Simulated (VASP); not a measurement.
SnTe:

```
Sn Te
1.0
     0.00000    3.15085    3.15085
     3.15085    0.00000    3.15085
     3.15085    3.15085    0.00000
Sn Te
1 1
Cartesian
  0.0000 0.0000 0.0000
  3.1509 3.1509 3.1509
```

* Program: VASP 6.6.1
* Task: relaxation of cell and atoms
* Functional: PBE
* Potentials or basis: VASP PAW PBE potentials, release 64 (Sn, Te)
* Cutoff: 520 eV
* k mesh: 8 × 8 × 8
* Occupations: gaussian, width 0.02 eV
* Spin: no spin polarisation

At the start: pressure 2.2 GPa; volume 31.28 Å³/atom.

How do energy, volume and symmetry change on relaxing?

Over 5 steps the energy falls by 10.3 meV/atom and the volume is 32.88 Å³/atom (+5.1 %); space group Fm-3m (No. 225, to 0.05 Å).

Step by step:
```csv
step,energy change (eV),largest force (eV/Å),pressure (GPa),volume (Å³)
1,0.0000,0.0000,2.20,62.56
2,-0.0195,0.0000,-0.46,66.53
3,-0.0206,0.0000,0.02,65.72
4,-0.0206,0.0000,-0.02,65.78
5,-0.0206,0.0000,0.00,65.75
```

Final structure:
```cif
data_structure
_symmetry_space_group_name_H-M 'P 1'
_symmetry_Int_Tables_number 1
_cell_length_a 4.5305
_cell_length_b 4.5305
_cell_length_c 4.5305
_cell_angle_alpha 60.000
_cell_angle_beta 60.000
_cell_angle_gamma 60.000
_cell_volume 65.75
loop_
_atom_site_label
_atom_site_type_symbol
_atom_site_fract_x
_atom_site_fract_y
_atom_site_fract_z
_atom_site_occupancy
Sn1 Sn 0.00000 0.00000 0.00000 1
Te1 Te 0.50000 0.50000 0.50000 1
```
